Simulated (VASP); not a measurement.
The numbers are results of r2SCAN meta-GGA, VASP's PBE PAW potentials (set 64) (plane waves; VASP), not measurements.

VASP input:

### POSCAR
```
Cd
1
    2.9911034226    -0.0000000000     0.0000000000
   -1.4955517113     2.5903718493     0.0000000000
    0.0000000000    -0.0000000000     5.6268654670
Cd
2
Direct
  0.6666670000   0.3333330000   0.7500000000
  0.3333330000   0.6666670000   0.2500000000
```

File KPOINTS:
```
Automatic mesh
0
Gamma
13 13 6
0 0 0
```

INCAR:
```
SYSTEM = Cd
PREC = Accurate
ENCUT = 480
EDIFF = 1E-6
NELM = 100
ALGO = Normal
LREAL = .FALSE.
LASPH = .TRUE.
ISMEAR = 1
SIGMA = 0.1
METAGGA = R2SCAN
LMIXTAU = .TRUE.
LMAXMIX = 4
LWAVE = .FALSE.
LCHARG = .FALSE.
IBRION = 2
ISIF = 3
NSW = 60
EDIFFG = -0.01
```

POTCAR, in this order: Cd (PBE.64 set). Program: vasp_std.

What does the run give for the energy per atom (σ→0), band gap (on the k-mesh)?

```json
{
 "energy per atom (σ→0)": "-1939.6 kJ/mol of atoms",
 "band gap (on the k-mesh)": "none (metal, semimetal or under 0.01 eV)"
}
```

OSZICAR:
```
...
DAV:  17    -0.402055558738E+02   -0.66501E-04   -0.46615E-04  2824   0.155E-01    0.454E-02
DAV:  18    -0.402055043095E+02    0.51564E-04   -0.17826E-05  3248   0.353E-02    0.319E-02
DAV:  19    -0.402054974962E+02    0.68133E-05   -0.33934E-07  1704   0.500E-03    0.282E-02
DAV:  20    -0.402055993725E+02   -0.10188E-03   -0.73491E-05  2816   0.583E-02    0.211E-02
DAV:  21    -0.402056029289E+02   -0.35564E-05   -0.44440E-06  2504   0.176E-02    0.649E-03
DAV:  22    -0.402056042728E+02   -0.13439E-05   -0.47749E-07  1560   0.612E-03    0.467E-03
DAV:  23    -0.402056039056E+02    0.36712E-06   -0.28860E-07  1488   0.516E-03
   1 F= -.40205604E+02 E0= -.40205629E+02  d E =-.402056E+02
```

The compound is Cd in the hcp structure. It was relaxed first. The start is the result of an earlier pass.
